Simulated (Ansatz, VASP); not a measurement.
# Al2O3 (liquid Al2O3 at 2500 K): VASP beside Ansatz

Wanted: the spread between two codes on one cell, functional and k mesh. The cell is taken from a series of runs on this material, whose earlier steps may have relaxed, scaled, displaced or heated it; both programs get it as it stands.

Program: Ansatz 0.2.0. Level of theory: plane waves, with VASP 6.6.1 beside it; single point at PBEsol. Results are calculated unless marked as measured.

**1. The structure**

The cell holds 155 atoms: 62 Al and 93 O. Its edges and angles: a = 12.315 Å, b = 12.315 Å, c = 12.315 Å, α = 90.0°, β = 90.0°, γ = 90.0°. As first built, before any earlier steps moved the atoms (in the runner's words): 155 atoms (62 Al, 93 O) placed at random at 2.81 g/cm^3, melted at 4500 K for 20 ps at fixed volume with the Morse and Coulomb pair potential with partial charges (Pedone, Malavasi, Menziani, Cormack and Segre, J. Phys. Chem. B 110, 11780 (2006)). Snapshot at the end of a hold of 20 ps at 2500 K and fixed volume. The density is a measured one.

**2. Ansatz: single point, PBEsol**

Ansatz runs on its default PAW (the set named soft_2) files.

A single point gives forces, pressure and levels at one fixed geometry, so differences don't come from the geometry; what else differs is listed under the comparison.

The input, input.yaml:

```yaml
crystal:
  lattice:
    - [12.3153, 0.0, 0.0]
    - [0.0, 12.3153, 0.0]
    - [0.0, 0.0, 12.3153]
  atoms:
    - { symbol: Al, position: [0.69018, 0.39865, 0.33017] }
    - { symbol: Al, position: [0.26165, 0.1006, 0.09802] }
    - { symbol: Al, position: [0.65214, 0.14367, 0.33188] }
    - { symbol: Al, position: [0.05028, 0.2116, 0.62153] }
    - { symbol: Al, position: [0.83393, 0.64422, 0.36007] }
    - { symbol: Al, position: [0.05396, 0.31569, 0.204] }
    - { symbol: Al, position: [0.06793, 0.23088, 0.88787] }
    - { symbol: Al, position: [0.80644, 0.02644, 0.48332] }
    - { symbol: Al, position: [0.32121, 0.37707, 0.83272] }
    - { symbol: Al, position: [0.80446, 0.94794, 0.20128] }
    - { symbol: Al, position: [0.10476, 0.00795, 0.76083] }
    - { symbol: Al, position: [0.07274, 0.4597, 0.6883] }
    - { symbol: Al, position: [0.70705, 0.96717, 0.70218] }
    - { symbol: Al, position: [0.54638, 0.66223, 0.38638] }
    - { symbol: Al, position: [0.3247, 0.09943, 0.6274] }
    - { symbol: Al, position: [0.6612, 0.83467, 0.01016] }
    - { symbol: Al, position: [0.40966, 0.3299, 0.39629] }
    - { symbol: Al, position: [0.65882, 0.85465, 0.35875] }
    - { symbol: Al, position: [0.19869, 0.83672, 0.68468] }
    - { symbol: Al, position: [0.359, 0.57957, 0.96183] }
    - { symbol: Al, position: [0.23094, 0.33635, 0.03179] }
    - { symbol: Al, position: [0.59302, 0.58154, 0.1336] }
    - { symbol: Al, position: [0.41167, 0.0955, 0.30425] }
    - { symbol: Al, position: [0.45459, 0.99758, 0.91621] }
    - { symbol: Al, position: [0.83232, 0.32033, 0.94524] }
    - { symbol: Al, position: [0.12418, 0.51492, 0.35098] }
    - { symbol: Al, position: [0.15778, 0.73478, 0.89927] }
    - { symbol: Al, position: [0.47442, 0.80007, 0.07397] }
    - { symbol: Al, position: [0.94684, 0.21071, 0.39263] }
    - { symbol: Al, position: [0.87633, 0.81678, 0.55113] }
[... 119 atom lines left out ...]
    - { symbol: O, position: [0.48661, 0.56881, 0.23298] }
    - { symbol: O, position: [0.42011, 0.37922, 0.26826] }
    - { symbol: O, position: [0.40876, 0.99113, 0.40277] }
    - { symbol: O, position: [0.35655, 0.51915, 0.83672] }
    - { symbol: O, position: [0.94523, 0.25638, 0.27425] }
    - { symbol: O, position: [0.27703, 0.63214, 0.25114] }
kpoints:
  mp_grid: { grid: [1, 1, 1] }
hamiltonian:
  xc: pbesol
scf:
  occupations: { method: gaussian, width: 0.05 }
output:
  forces: true
  stress: true
  populations: true
  dos:
    method: { smearing: { sigma: 0.1 } }
    de: 0.1
    projected: { site_lists: { Al: [Al], O: [O] } }
  eigenvalues: true
```

On the command line:

```
$ ansatz run input.yaml --threads 4 --pin off --max-ram 8192MiB --backend cpu --events-out ev --progress --plain --runs-dir out
```

Numbers of over 12 decimals in the logs are rounded to 6 here.

What it wrote:

```text
Engine: ansatz 0.2.0, x86_64-unknown-linux-gnu
Pseudopotentials: kind: paw
Pseudopotential: Al, paw, valence charge 3, recommended cutoff 420 eV (normal), Al.paw.azcp
Pseudopotential: O, paw, valence charge 6, recommended cutoff 420 eV (normal), O.paw.azcp
Functional definition: PBEsol
  exchange = pbesol_x
  correlation = pbesol_c
Crystal: 155 atoms, lattice volume = 1867.820 Å³
Basis set: ecut = 420 eV, 36377 PW (Γ), exchange–correlation on 180×180×180 points (8 copies of the dense FFT grid, shifted against one another)
Bands: 527, of which v1, the nominal top of the filled ones, is band 372 counted from 1 (371 counted from 0)
Symmetry: 1 space group operations
Space group: P1 (ITA 1), of the structure as read, at distance tolerance 1.2e-4 Å
k-points: 1
Non-local potential: Al, projectors of the file, l = 0: 2, l = 1: 2, l = 2: 1
Non-local potential: O, projectors of the file, l = 0: 2, l = 1: 2, l = 2: 1
PAW form: soft (Blöchl's): semilocal exchange-correlation on the pseudo side does not see the compensation charge
PAW frozen core: Al, regenerated for the run's functional, and the local potential with it (the file was generated under x = pbe(κ = 0.804, μ = 0.219515), c = pbe(β = 0.066725))
PAW frozen core: O, regenerated for the run's functional, and the local potential with it (the file was generated under x = pbe(κ = 0.804, μ = 0.219515), c = pbe(β = 0.066725))
PAW one-centre angular grid: Al, 110 points (default); XC on 64 Gauss nodes
PAW one-centre angular grid: O, 110 points (default); XC on 64 Gauss nodes
Initial density: superposition of atomic densities (neutral atoms: chi_scale 0, normalization atom), corrected by the library's trained network
Initial wavefunctions: pseudopotential atomic-orbital guess
Functional: x = pbesol(κ = 0.804, μ = 0.123457), c = pbesol(β = 0.046)
SCF iter   1: F=—  HF=-84808.843854 eV  |F-HF|=—  |Δ(HF+E_count)|=         —  Δρ=1.30e-2  dr2=2.69e0  ethr=1.77e-3  ⟨swp⟩=6.0  Hψ=2371  notcnv=0  defer=55
preconditioner: auto → Resta (q_TF=auto, 2.340 Å⁻¹)  ε∞=3.7  [insulator: Δε(μ)=0.871 eV  Ē_g=14.151 eV  σ=0.050 eV  W_gap=1.00  n_scr=436 (ndim 8)  ℏωp=23.4 eV  f_vac=0.046  D(μ)=0.00/eV (n_scr^D=0)  ε∞_Penn≈3.7]
SCF iter   2: F=—  HF=-84808.104543 eV  |F-HF|=—  |Δ(HF+E_count)|=   7.39e-1  Δρ=2.69e-3  dr2=1.32e-1  ethr=3.62e-4  ⟨swp⟩=3.0  Hψ=840  notcnv=0  defer=149
SCF iter   3: F=—  HF=-84808.089975 eV  |F-HF|=—  |Δ(HF+E_count)|=   1.46e-2  Δρ=1.26e-3  dr2=4.53e-2  ethr=1.78e-5  ⟨swp⟩=2.0  Hψ=670  notcnv=0  defer=149
SCF iter   4: F=—  HF=-84808.088659 eV  |F-HF|=—  |Δ(HF+E_count)|=   1.32e-3  Δρ=1.18e-3  dr2=2.49e-2  ethr=6.09e-6  ⟨swp⟩=2.0  Hψ=673  notcnv=0  defer=149
SCF iter   5: F=—  HF=-84808.083471 eV  |F-HF|=—  |Δ(HF+E_count)|=   5.19e-3  Δρ=1.96e-4  dr2=9.79e-4  ethr=3.35e-6  ⟨swp⟩=2.0  Hψ=671  notcnv=0  defer=149
SCF iter   6: F=—  HF=-84808.083612 eV  |F-HF|=—  |Δ(HF+E_count)|=   1.41e-4  Δρ=1.53e-4  dr2=3.84e-4  ethr=1.32e-7  ⟨swp⟩=2.0  Hψ=750  notcnv=0  defer=149
SCF iter   7: F=—  HF=-84808.083573 eV  |F-HF|=—  |Δ(HF+E_count)|=   3.86e-5  Δρ=2.97e-5  dr2=1.85e-5  ethr=5.16e-8  ⟨swp⟩=2.0  Hψ=749  notcnv=0  defer=149
SCF iter   8: F=—  HF=-84808.087574 eV  |F-HF|=—  |Δ(HF+E_count)|=   4.00e-3  Δρ=2.17e-5  dr2=8.22e-6  ethr=2.49e-9  ⟨swp⟩=2.0  Hψ=899  notcnv=0  defer=149
SCF iter   9: F=—  HF=-84808.087576 eV  |F-HF|=—  |Δ(HF+E_count)|=   2.16e-6  Δρ=6.40e-6  dr2=9.07e-7  ethr=1.10e-9  ⟨swp⟩=2.0  Hψ=749  notcnv=0  defer=149
SCF iter  10: F=—  HF=-84808.087577 eV  |F-HF|=—  |Δ(HF+E_count)|=   1.00e-6  Δρ=3.43e-6  dr2=2.47e-7  ethr=1.22e-10  ⟨swp⟩=3.0  Hψ=667  notcnv=0  defer=149
SCF iter  11: F=-84808.087578 eV  HF=-84808.087578 eV  |F-HF|=2.62e-8  |Δ(HF+E_count)|=   1.85e-7  Δρ=2.01e-6  dr2=8.37e-8  ethr=1.34e-11  ⟨swp⟩=14.0  Hψ=2980  notcnv=0
SCF 1 converged in 11 iterations: F = -84808.087578 eV  dr2 = 8.37e-8
  greatest PAW one-centre occupation: 0.877 electrons in one spin orbital (limit 2), on the O atom at site 104 (counted from 0), in its partial waves of l = 0
SCF converged after 11 iterations
Free energy (F): -84808.087578 eV
Harris-Foulkes:  -84808.087578 eV  (|F-HF|=2.62e-8)
Internal energy: -84808.087578 eV  (E = F + TS)
E sigma→0 (E₀):  -84808.087578 eV
Fermi energy:    5.942771 eV
--- Per-component energies (eV) ---
  E_band       = -1807.094441
  E_kinetic    = 18017.679553
  E_local      = -42814.641606  (includes V_loc(G=0)·N_el)
  E_nonlocal   = 5131.342055
  E_hartree    = 16023.699410
  E_xc         = -9273.677317
  E_vxc        = -10571.931501  (∫ρ·V_xc dr)
  E_paw        = -42428.780589  (= ΣΔE_a)
  E_vpaw       = -3617.181654  (= ΣTr[D̂ρ^β])
  E_aug_tail   = 0.232277  (compensation charges beyond the density's cutoff)
  E_ewald      = -29468.409756
  E_core_change = 4.468395  (= ΣΔE_core)
  E_smearing   = -0.000000  (= −TS)
  E_closure    = -0.000000  (closes the sum)
[...]
-1.412331       6.418509      -0.650153
        1.442330      -0.650157       4.679432
  P = ⅓ Tr σ = 3.4773 GPa (34.773 kbar)
--- Band table (eV) ---
  k-point 0: bands = [... 368 lower, 5.0514, 5.1756, 5.2747, 5.6206, 6.2649, 7.4630, 7.5944, 7.7446, ... 151 higher]
--- Löwdin populations: 155 sites ---
  site symbol       q [e]
     0     Al      1.6413
     1     Al      1.7056
     2     Al      1.7155
     3     Al      1.6879
     4     Al      1.6491
     5     Al      1.6297
     6     Al      1.6005
     7     Al      1.6718
     8     Al      1.6244
     9     Al      1.6922
    10     Al      1.6424
    11     Al      1.6448
    12     Al      1.7283
    13     Al      1.6865
    14     Al      1.6481
    15     Al      1.6937
    16     Al      1.6011
    17     Al      1.6877
    18     Al      1.6777
    19     Al      1.7136
    20     Al      1.7279
    21     Al      1.7008
    22     Al      1.6912
    23     Al      1.6384
[...]
147      O      6.7948
   148      O      6.7975
   149      O      6.7764
   150      O      6.8146
   151      O      6.8068
   152      O      6.7925
   153      O      6.8468
   154      O      6.8007
  spilling = 0.009089 (of n_electrons = 744.000000)
```

**3. VASP: single point, PBEsol**

The same cell, functional, mesh and smearing now go to VASP, with its own data sets.

Lines of VASP's logs that name or quote its potential files are left out, and so is its time.

The input, INCAR:

```
SYSTEM = Al2O3
PREC = Accurate
ENCUT = 600
EDIFF = 1E-06
NELM = 120
ISMEAR = 0
SIGMA = 0.05
LREAL = Auto
ALGO = Normal
GGA = PS
NBANDS = 480
LORBIT = 11
LWAVE = .FALSE.
LCHARG = .FALSE.
ISIF = 2
LASPH = .TRUE.
GGA_COMPAT = .FALSE.
EFERMI = MIDGAP
```

The input, POSCAR:

```
Al2O3
1.0
   12.3153000000      0.0000000000      0.0000000000
    0.0000000000     12.3153000000      0.0000000000
    0.0000000000      0.0000000000     12.3153000000
Al O
62 93
Direct
    0.6901800000      0.3986500000      0.3301700000
    0.2616500000      0.1006000000      0.0980200000
    0.6521400000      0.1436700000      0.3318800000
    0.0502800000      0.2116000000      0.6215300000
    0.8339300000      0.6442200000      0.3600700000
    0.0539600000      0.3156900000      0.2040000000
    0.0679300000      0.2308800000      0.8878700000
    0.8064400000      0.0264400000      0.4833200000
    0.3212100000      0.3770700000      0.8327200000
    0.8044600000      0.9479400000      0.2012800000
    0.1047600000      0.0079500000      0.7608300000
    0.0727400000      0.4597000000      0.6883000000
    0.7070500000      0.9671700000      0.7021800000
    0.5463800000      0.6622300000      0.3863800000
    0.3247000000      0.0994300000      0.6274000000
    0.6612000000      0.8346700000      0.0101600000
    0.4096600000      0.3299000000      0.3962900000
    0.6588200000      0.8546500000      0.3587500000
    0.1986900000      0.8367200000      0.6846800000
    0.3590000000      0.5795700000      0.9618300000
    0.2309400000      0.3363500000      0.0317900000
    0.5930200000      0.5815400000      0.1336000000
    0.4116700000      0.0955000000      0.3042500000
    0.4545900000      0.9975800000      0.9162100000
    0.8323200000      0.3203300000      0.9452400000
    0.1241800000      0.5149200000      0.3509800000
    0.1577800000      0.7347800000      0.8992700000
    0.4744200000      0.8000700000      0.0739700000
    0.9468400000      0.2107100000      0.3926300000
    0.8763300000      0.8167800000      0.5511300000
[... 119 atom lines left out ...]
    0.4866100000      0.5688100000      0.2329800000
    0.4201100000      0.3792200000      0.2682600000
    0.4087600000      0.9911300000      0.4027700000
    0.3565500000      0.5191500000      0.8367200000
    0.9452300000      0.2563800000      0.2742500000
    0.2770300000      0.6321400000      0.2511400000
```

The input, KPOINTS:

```
Automatic mesh
0
Gamma
1 1 1
0 0 0
```

PAW data sets: Al and O (PBE family, release 64).

On the command line:

```
$ export OMP_NUM_THREADS=3
$ mpirun -np 1 vasp_gam
```

What it wrote:

```text
[banner, memory and clock lines left out]
running    1 mpi-ranks, on    1 nodes
[...]
Offloading initialized ...    1 GPUs detected
[...]
|                                                                             |
|               ----> ADVICE to this user running VASP <----                  |
|                                                                             |
|     You enforced a specific xc type in the INCAR file but a different       |
|     [... a line on the potential file left out ...]
|     I HOPE YOU KNOW WHAT YOU ARE DOING!                                     |
|                                                                             |

 LDA part: xc-table for (Slater+PW92), standard interpolation
 POSCAR, INCAR and KPOINTS ok, starting setup
[...]
entering main loop
       N       E                     dE             d eps       ncg     rms          rms(c)
DAV:   1     0.672261291941E+04    0.67226E+04   -0.46237E+05   968   0.169E+03
DAV:   2    -0.628675493689E+03   -0.73513E+04   -0.70552E+04  1192   0.371E+02
DAV:   3    -0.127224384765E+04   -0.64357E+03   -0.63750E+03  1120   0.115E+02
DAV:   4    -0.128548592925E+04   -0.13242E+02   -0.13171E+02  1112   0.178E+01
[...]
DAV:  18    -0.110421855728E+04   -0.31727E-05   -0.38017E-05  1056   0.115E-02    0.888E-03
DAV:  19    -0.110421855877E+04   -0.14952E-05   -0.57861E-06  1096   0.492E-03    0.542E-03
DAV:  20    -0.110421855976E+04   -0.98248E-06   -0.23899E-06   792   0.407E-03
   1 F= -.11042186E+04 E0= -.11042186E+04  d E =-.167830E-18
```

From OUTCAR (step 3):

```text
  Total       -6.4335640     78.8989421     58.1740275    -17.1504669     -8.1060765     16.9439452
  in kB       -5.5185784     67.6778846     49.9004804    -14.7113166     -6.9532252     14.5341666
  external PRESSURE =      37.3532622 kB  Pullay stress =       0.0000000 kB

 POSITION                                       TOTAL-FORCE (eV/Angst)
 -----------------------------------------------------------------------------------
      8.49977      4.90949      4.06614        -3.145349     -0.640265      2.144063
[...]
9.89842      4.65765      1.36318         1.057424      5.182006     -1.660826
      0.05394      7.31332      4.76442        -1.736250     -0.305119     -0.334730
      6.21048      8.52785      8.91381        -0.453971      0.352676      0.334761
     11.27281      0.25370      3.05740         1.909069     -0.446434     -1.027802
      3.62205     10.01086      4.44632         1.672702      0.650778      1.256458
      0.87931      6.02945     10.01111         0.267611      1.771348      4.714024
      1.80395      3.53043      5.85432        -5.392596      1.348384     -1.979081
      6.11947      5.93425      7.86455        -5.523047      5.715451      3.973337
      8.66320      3.96306     11.13537        -3.589209      1.785093     -1.943894
      0.44458      8.35642     11.38008        -2.365102     -0.817490     -0.197387
      2.71183      8.95987      9.39103        -0.246106     -0.454390      2.427372
      2.42784      1.27919      6.37538         1.744434     -1.171532      0.794062
[...]
-----------------------------------------------------------------------------------
    total drift:                                0.010658     -0.020751      0.007945

  FREE ENERGIE OF THE ION-ELECTRON SYSTEM (eV)
  ---------------------------------------------------
  free  energy   TOTEN  =     -1104.2185597554 eV

  energy  without entropy=    -1104.2185597554  energy(sigma->0) =    -1104.21855976

[... 3 further parts left out ...]
[key lines of the parts left out:]
E-fermi :   4.8144
```

The run ends at a pressure of 3.74 GPa, with forces up to 16 eV/Å.

**4. Differences**

Known differences besides the potentials themselves: the cutoff is 420 eV in Ansatz and 600 eV in VASP (PREC = Accurate, projectors in real space); Ansatz makes its cores anew for this functional, VASP keeps those of its PBE data sets. Total energies have different zeros and are not compared.

The two programs side by side:

| quantity | Ansatz | VASP | difference |
| --- | --- | --- | --- |
| pressure (GPa) | 3.48 | 3.74 | -0.26 |
| gap on the k mesh (eV) | 0.644 | 0.635 | +0.009 |

Forces on 8 of the 155 atoms, those with the largest forces and the largest differences (eV/Å; atoms numbered as in POSCAR):

| atom | Ansatz x, y, z | VASP x, y, z |
| --- | --- | --- |
| Al15 | -11.133, 1.349, -1.411 | -11.378, 1.328, -1.438 |
| Al17 | 4.311, -4.302, -8.767 | 4.425, -4.394, -8.893 |
| Al55 | 1.322, -3.560, 8.686 | 1.326, -3.628, 8.911 |
| Al62 | -4.009, 8.781, -6.895 | -4.072, 8.958, -7.037 |
| O68 | 0.955, 3.531, -8.180 | 0.998, 3.644, -8.401 |
| O88 | 3.567, -12.271, 9.404 | 3.621, -12.477, 9.585 |
| O111 | -0.851, 6.126, 8.219 | -0.860, 6.269, 8.421 |
| O130 | 8.868, -1.951, -0.765 | 9.110, -2.005, -0.820 |

The forces differ by 69 meV/Å r.m.s., which is 2.4 % of the r.m.s. force of 2.816 eV/Å (both taken over all components). A gap on the mesh is an upper bound, since the band edges may lie between its points.

**5. Outcome**

| Property | Result |
| --- | --- |
| r.m.s. force difference (single point, PBEsol) | 2.4 % of the r.m.s. force |

**Reading.** The r.m.s. force difference is 2.4 % of the r.m.s. force (single point, PBEsol), within the 3 % picked in this series as the mark of a large difference. How closely two codes agree says nothing of how well the functional describes the real material.

[Lines on the potential files, build, host, timing and source positions are cut from VASP's logs without a mark.]

[Logs are printed without paths, hosts, clocks, repeated set-up lines and the standing remarks that a program may print on its own settings, such as how far it seeks lower states.]

[Hosts, paths, dates, database ids (printed as entryN), source tags and the programs' standing remarks are cut or masked in the printed files.]
